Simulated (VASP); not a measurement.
Output of a VASP run:

### OSZICAR
```
       N       E                     dE             d eps       ncg     rms          rms(c)
DAV:   1     0.956263847483E+03    0.95626E+03   -0.30570E+04  6652   0.305E+03
DAV:   2     0.112382575389E+03   -0.84388E+03   -0.80924E+03  5138   0.825E+02
DAV:   3    -0.464615335018E+02   -0.15884E+03   -0.14989E+03  5662   0.194E+02
DAV:   4    -0.566440814922E+02   -0.10183E+02   -0.99838E+01  6011   0.579E+01
DAV:   5    -0.569171717396E+02   -0.27309E+00   -0.27240E+00  5641   0.935E+00    0.214E+01
DAV:   6    -0.551134171540E+02    0.18038E+01   -0.77233E+00  6310   0.126E+01    0.997E+00
DAV:   7    -0.548749072722E+02    0.23851E+00   -0.69237E-01  6089   0.626E+00    0.514E+00
DAV:   8    -0.548056495380E+02    0.69258E-01   -0.17349E-01  6257   0.210E+00    0.623E-01
DAV:   9    -0.548036945117E+02    0.19550E-02   -0.15618E-02  6495   0.111E+00    0.354E-01
DAV:  10    -0.548029853321E+02    0.70918E-03   -0.31324E-03  6896   0.539E-01    0.687E-02
DAV:  11    -0.548029672556E+02    0.18076E-04   -0.26351E-04  5954   0.104E-01    0.238E-02
DAV:  12    -0.548029670495E+02    0.20616E-06   -0.24210E-05  6662   0.454E-02    0.765E-03
DAV:  13    -0.548029669023E+02    0.14717E-06   -0.12987E-06  3360   0.683E-03
   1 F= -.54802967E+02 E0= -.54764805E+02  d E =-.763235E-01
```

File OUTCAR:
```
------------------------ aborting loop because EDIFF is reached ----------------------------------------
  FORCE on cell =-STRESS in cart. coord.  units (eV):
  Direction    XX          YY          ZZ          XY          YZ          ZX
  --------------------------------------------------------------------------------------
  Total       -5.3307041     -5.1933601     -5.2234291     -0.0000000      0.0000000      0.0000000
  in kB      -65.0892425    -63.4122376    -63.7793868     -0.0000000      0.0000000      0.0000000
  external PRESSURE =     -64.0936223 kB  Pullay stress =       0.0000000 kB
  volume of cell :      131.22
      direct lattice vectors                 reciprocal lattice vectors
     5.756010000  0.000000000  0.000000000     0.173731456  0.000000000  0.000000000
     0.000000000  3.730030000  0.000000000     0.000000000  0.268094358  0.000000000
     0.000000000  0.000000000  6.111560000     0.000000000  0.000000000  0.163624345
 POSITION                                       TOTAL-FORCE (eV/Angst)
 -----------------------------------------------------------------------------------
      4.68499      2.79752      3.59366        -0.057841     -0.000000      0.035275
      1.07102      0.93251      2.51790         0.057841      0.000000     -0.035275
      3.94903      0.93251      0.53788         0.057841      0.000000      0.035275
      1.80698      2.79752      5.57368        -0.057841     -0.000000     -0.035275
      0.01065      2.79752      1.17776         0.015166     -0.000000     -0.035670
      5.74536      0.93251      4.93380        -0.015166      0.000000      0.035670
      2.86736      0.93251      4.23354        -0.015166      0.000000     -0.035670
      2.88865      2.79752      1.87802         0.015166      0.000000      0.035670
 -----------------------------------------------------------------------------------
    total drift:                                0.000000      0.000000      0.000000
  FREE ENERGIE OF THE ION-ELECTRON SYSTEM (eV)
  ---------------------------------------------------
  free  energy   TOTEN  =       -54.8029669023 eV

  energy  without entropy=      -54.7266433671  energy(sigma->0) =      -54.76480513
```
(Selected blocks of OUTCAR.)

### POSCAR
```
GePt
1
    5.7560100000     0.0000000000     0.0000000000
    0.0000000000     3.7300300000     0.0000000000
    0.0000000000     0.0000000000     6.1115600000
Ge Pt
4 4
Direct
  0.8139300000   0.7500000000   0.5880100000
  0.1860700000   0.2500000000   0.4119900000
  0.6860700000   0.2500000000   0.0880100000
  0.3139300000   0.7500000000   0.9119900000
  0.0018500000   0.7500000000   0.1927100000
  0.9981500000   0.2500000000   0.8072900000
  0.4981500000   0.2500000000   0.6927100000
  0.5018500000   0.7500000000   0.3072900000
```

Question: Write an INCAR and KPOINTS that could have produced this output.

Answer: Several could match; the one computed here: the input of the run itself, LDA (Ceperley-Alder, Perdew-Zunger), plane waves, VASP's LDA PAW potentials (set 64).

**KPOINTS**
```
Automatic mesh
0
Gamma
5 8 5
0 0 0
```

INCAR:
```
! general
SYSTEM  = GePt
PREC    = Accurate
ENCUT   = 300   ! plane-wave cut-off (eV)
LREAL   = .FALSE.
LASPH   = .TRUE.   ! aspherical one-centre terms

! electronic loop
EDIFF   = 1E-6   ! SCF stop (eV)
NELM    = 100   ! most electronic steps
ALGO    = Normal   ! blocked Davidson
LMAXMIX = 6

! smearing
ISMEAR  = -1
SIGMA   = 0.1

! ions
ISIF    = 2   ! forces and stress, cell fixed

! output
LWAVE   = .FALSE.
LCHARG  = .FALSE.
```

POTCAR, in this order: Ge_d Pt (LDA.64 set). Program: vasp_std.

At this cut-off the stress carries a Pulay error, which pulls relaxed volumes low.

The structure comes from a computed database's GePt entry; how it stands against other phases isn't given here. The cell was not relaxed at this level.
